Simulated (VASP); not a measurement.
Data:

```
CELL_PARAMETERS angstrom
      1.62616    -5.19918     0.00000
      1.62616     5.19918     0.00000
      0.00000     0.00000     4.29214
ATOMIC_POSITIONS crystal
  P  0.10079 0.89921 0.91917
  P  0.39921 0.60079 0.41917
  P  0.60079 0.39921 0.58083
  P  0.89921 0.10079 0.08083
```

Level of theory: PBE GGA with D3 dispersion (zero damping), VASP's PBE PAW potentials (set 64) (plane waves; VASP). Numerical set-up: 520 eV cut-off, 7×7×5 Γ-centred mesh, Gaussian smearing of 0.050 eV, potentials P.

The ions and cell shape at fixed volume are relaxed. Give the cell that the relaxation ends in.

```
CELL_PARAMETERS angstrom
      1.65916    -5.15453     0.00000
      1.65916     5.15453     0.00000
      0.00000     0.00000     4.24322
ATOMIC_POSITIONS crystal
  P  0.10441 0.89559 0.92422
  P  0.39559 0.60441 0.42422
  P  0.60441 0.39559 0.57578
  P  0.89559 0.10441 0.07578
```
Space group Cmce (64), at a tolerance of 0.03 Å.

How much energy does the relaxation gain?

The energy (σ→0) changes by -13.3 meV/atom, in 7 ionic steps.

The compound is P in the black structure. This cell is one point of a volume scan, at 0.94 of the reference volume. Symmetry was kept, so distortions that lower it aren't found.
